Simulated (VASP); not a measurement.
Consider the following.

```yaml
crystal:
  lattice:
    - [0.00000, 2.26235, 2.26235]
    - [2.26235, 0.00000, 2.26235]
    - [2.26235, 2.26235, 0.00000]
  atoms:
    - { symbol: Cr, position: [0.00000, 0.00000, 0.00000], spin: -0.9 }
    - { symbol: B, position: [0.25000, 0.25000, 0.25000] }
```

Calculation: PBEsol GGA, VASP's PBE PAW potentials (set 64) (plane waves; VASP). Run with 520 eV cut-off, 13×13×13 Γ-centred mesh, first-order Methfessel-Paxton smearing of 0.10 eV, potentials Cr_pv B.

### Question
Estimate the cell moment, energy per atom (σ→0), band gap (on the k-mesh) with the smallest direct gap where there is one.

### Answer

```json
{
  "band gap (on the k-mesh)": "none (metal, semimetal or under 0.01 eV)",
  "cell_moment": "-0.84 μB",
  "energy per atom (σ→0)": "-7.541 eV/atom"
}
```

### Question
Give the moment on each site (PAW-sphere projection).

### Answer

| site | moment (μB) |
|---|---|
| Cr1 | -0.81 |
| B2 | 0.04 |

Only differences to runs with the same potentials and settings are physical.

The structure was generated: CrB was put into the zinc blende type (F-43m), which need not be its known phase. It was relaxed first, which changed the volume by -32 %. The start is the result of an earlier pass.
